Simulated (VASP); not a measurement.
Computed with PBE GGA with D3 dispersion (Becke-Johnson damping), VASP's PBE PAW potentials (set 64) (plane waves; VASP).

Input for VASP

### INCAR
```
LCHARG=.False.
EDIFF=1E-7
SYSTEM=C
ISIF=4   ! ions and shape, fixed volume
ISMEAR=0   ! Gaussian
PREC=Accurate
SIGMA=0.05   ! width (eV)
IBRION=2
LREAL=.False.
LASPH=.True.
EDIFFG=-0.01   ! ionic stop
NELM=100   ! most electronic steps
NSW=30
LWAVE=.False.
GGA=PE   ! PBE
ENCUT=520
ALGO=Normal   ! blocked Davidson
IVDW=12
```

**KPOINTS**
```
Automatic mesh
0
Gamma
10 10 4
0 0 0
```

File POSCAR:
```
C
1
    1.2206243119    -2.1141828330     0.0000000000
    1.2206243119     2.1141828330     0.0000000000
    0.0000000000     0.0000000000     6.6426383130
C
4
Direct
  0.0000000000   0.0000000000   0.2500000000
  0.0000000000   0.0000000000   0.7500000000
  0.3333330000   0.6666670000   0.2500000000
  0.6666670000   0.3333330000   0.7500000000
```

POTCAR, in this order: C (PBE.64 set). Program: vasp_std.

The run wrote:

**OSZICAR**
```
       N       E                     dE             d eps       ncg     rms          rms(c)
DAV:   1     0.500391288130E+02    0.50039E+02   -0.84422E+03  1016   0.124E+03
DAV:   2    -0.358336748920E+02   -0.85873E+02   -0.78781E+02  1404   0.236E+02
DAV:   3    -0.393477273737E+02   -0.35141E+01   -0.34945E+01  1292   0.489E+01
DAV:   4    -0.393885634721E+02   -0.40836E-01   -0.40801E-01  1260   0.606E+00
DAV:   5    -0.393894168465E+02   -0.85337E-03   -0.85326E-03  1232   0.833E-01    0.927E+00
DAV:   6    -0.374242773229E+02    0.19651E+01   -0.19308E+00  1168   0.976E+00    0.543E+00
DAV:   7    -0.368030652270E+02    0.62121E+00   -0.21138E+00  1180   0.103E+01    0.149E+00
DAV:   8    -0.368111805052E+02   -0.81153E-02   -0.66576E-02  1156   0.176E+00    0.112E-01
DAV:   9    -0.368110873101E+02    0.93195E-04   -0.12447E-03  1252   0.294E-01    0.596E-02
DAV:  10    -0.368112814178E+02   -0.19411E-03   -0.25458E-04  1248   0.140E-01    0.300E-02
DAV:  11    -0.368112809486E+02    0.46918E-06   -0.31822E-06  1320   0.155E-02    0.233E-03
DAV:  12    -0.368112813743E+02   -0.42570E-06   -0.60557E-07  1264   0.676E-03    0.122E-03
DAV:  13    -0.368112813682E+02    0.61070E-08   -0.88895E-08  1020   0.248E-03
   1 F= -.37444167E+02 E0= -.37444167E+02  d E =-.374442E+02
       N       E                     dE             d eps       ncg     rms          rms(c)
DAV:   1    -0.369158856114E+02   -0.10460E+00   -0.44688E+00  1008   0.183E+01    0.128E+00
DAV:   2    -0.368487944621E+02    0.67091E-01   -0.97886E-02  1228   0.240E+00    0.743E-01
DAV:   3    -0.368177216314E+02    0.31073E-01   -0.93176E-02  1168   0.212E+00    0.185E-01
DAV:   4    -0.368177758914E+02   -0.54260E-04   -0.41469E-03  1188   0.477E-01    0.618E-02
DAV:   5    -0.368175476496E+02    0.22824E-03   -0.68306E-04  1212   0.191E-01    0.129E-02
DAV:   6    -0.368175524572E+02   -0.48077E-05   -0.19178E-05  1208   0.342E-02    0.895E-03
DAV:   7    -0.368175532462E+02   -0.78894E-06   -0.72125E-06  1188   0.211E-02    0.243E-03
DAV:   8    -0.368175532158E+02    0.30368E-07   -0.18282E-07  1064   0.374E-03
   2 F= -.37467801E+02 E0= -.37467801E+02  d E =-.236342E-01
       N       E                     dE             d eps       ncg     rms          rms(c)
DAV:   1    -0.368287411544E+02   -0.11188E-01   -0.23707E-01  1008   0.417E+00    0.291E-01
DAV:   2    -0.368251182894E+02    0.36229E-02   -0.49599E-03  1232   0.545E-01    0.170E-01
DAV:   3    -0.368234279351E+02    0.16904E-02   -0.51992E-03  1172   0.499E-01    0.441E-02
DAV:   4    -0.368234213046E+02    0.66306E-05   -0.20573E-04  1188   0.106E-01    0.162E-02
DAV:   5    -0.368234155315E+02    0.57731E-05   -0.18426E-05  1220   0.353E-02    0.283E-03
DAV:   6    -0.368234159264E+02   -0.39494E-06   -0.76620E-07  1224   0.667E-03    0.235E-03
DAV:   7    -0.368234160834E+02   -0.15702E-06   -0.48256E-07  1172   0.553E-03    0.431E-04
DAV:   8    -0.368234160836E+02   -0.17280E-09   -0.83410E-09   732   0.832E-04
   3 F= -.37470080E+02 E0= -.37470080E+02  d E =-.259135E-01
```

**OUTCAR**
```
------------------------ aborting loop because EDIFF is reached ----------------------------------------
 Edisp (eV)   -0.64666
  FORCE on cell =-STRESS in cart. coord.  units (eV):
  Direction    XX          YY          ZZ          XY          YZ          ZX
  --------------------------------------------------------------------------------------
  Total       0.30745     0.30745     0.30929     0.00000     0.00000    -0.00000
  in kB      14.36790    14.36789    14.45398     0.00000     0.00000    -0.00000
  external pressure =       14.40 kB  Pullay stress =        0.00 kB
  volume of cell :       34.28
      direct lattice vectors                 reciprocal lattice vectors
     1.231682339 -2.133335865  0.000000000     0.405948827 -0.234374722 -0.000000000
     1.231682339  2.133335865  0.000000000     0.405948827  0.234374722 -0.000000000
     0.000000000  0.000000000  6.523898797     0.000000000  0.000000000  0.153282574
 POSITION                                       TOTAL-FORCE (eV/Angst)
 -----------------------------------------------------------------------------------
      0.00000      0.00000      1.63097         0.000000      0.000000     -0.000000
      0.00000      0.00000      4.89292        -0.000000      0.000000     -0.000000
      1.23168      0.71111      1.63097        -0.000000     -0.000000      0.000000
      1.23168     -0.71111      4.89292        -0.000000      0.000000      0.000000
 -----------------------------------------------------------------------------------
    total drift:                               -0.000000     -0.000000      0.000000
  FREE ENERGIE OF THE ION-ELECTRON SYSTEM (eV)
  ---------------------------------------------------
  free  energy   TOTEN  =       -37.4700801275 eV

  energy  without entropy=      -37.4700801275  energy(sigma->0) =      -37.47008013

 reached required accuracy - stopping structural energy minimisation
```
(Selected blocks of OUTCAR.)

CONTCAR:
```
C
   1.00000000000000
     1.2316823385086282   -2.1333358648092462    0.0000000000000000
     1.2316823385086282    2.1333358648092462    0.0000000000000000
     0.0000000000000000    0.0000000000000000    6.5238987967197737
  C
     4
Direct
     0.0000000000000000    0.0000000000000000    0.2500000000000000
     0.0000000000000000    0.0000000000000000    0.7500000000000000
     0.3333330000000032    0.6666669999999968    0.2500000000000000
     0.6666669999999968    0.3333330000000032    0.7500000000000000
```

The compound is C in the graphite structure. This cell is one point of a volume scan, at 0.97 of the reference volume. Symmetry was kept, so distortions that lower it aren't found.
